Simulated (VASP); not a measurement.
Wanted: the native input for a VASP 6.6.1 run.

```
Task                   : single point
Functional             : PBE
Potentials or basis    : VASP PAW PBE potentials, release 64 (Ti_sv, P)
Cutoff                 : 520 eV
k mesh                 : 8 × 8 × 8
Occupations            : gaussian, width 0.1 eV
Spin                   : no spin polarisation
Dipole correction      : no
Further INCAR settings : ALGO = Fast; EDIFF = 1e-06; NBANDS = 31
```

The structure of Ti3P2 lies in POSCAR:

```
Ti3P2
1.0
    4.4984335823      0.0000000000      0.0000000000
    0.0000000000      4.4984335823      0.0000000000
    0.0000000000      0.0000000000      4.4984335823
Ti P
3 2
Direct
    0.0000000000      0.5000000000      0.5000000000
    0.5000000000      0.0000000000      0.5000000000
    0.5000000000      0.5000000000      0.0000000000
    0.0000000000      0.0000000000      0.0000000000
    0.5000000000      0.5000000000      0.5000000000
```

The cell was built by a generator and needn't be a form met in nature.

The cell isn't the ideal one: random cell by space group and Wyckoff sites (Pm-3m, No. 221).

One way to write it, as run:

INCAR

```
PREC     = Accurate       # precision mode
ENCUT    = 520            # plane-wave cutoff, eV
EDIFF    = 1E-6           # SCF threshold, eV
ISMEAR   = 0              # smearing method
SIGMA    = 0.1            # smearing width, eV
LREAL    = F              # projectors in reciprocal space
LASPH    = T              # aspherical terms in the spheres
NELM     = 100            # most SCF steps
ALGO     = Fast           # electronic algorithm
ISIF     = 2              # what is computed and relaxed
LWAVE    = F              # write WAVECAR
LCHARG   = T              # write CHGCAR
GGA      = PE             # functional
LELF     = T              # ELF
LVHAR    = T            
NBANDS   = 31             # bands
```

KPOINTS

```
regular mesh
0
Gamma
  8 8 8
```

Potentials or basis: VASP PAW PBE potentials, release 64 (Ti_sv, P).

Run with:

```bash
$ cat potpaw_PBE.64/Ti_sv/POTCAR potpaw_PBE.64/P/POTCAR > POTCAR
$ mpirun -np 1 vasp_std > vasp.out
```

It gave:

- Pressure: 0.0 GPa
- Band gap on the k mesh: none (metal or under the smearing width)

It took 2.5 min on 1 thread of Intel(R) Xeon(R) 6975P-C (Granite Rapids), with other jobs on the host, peak memory 0.24 GiB.
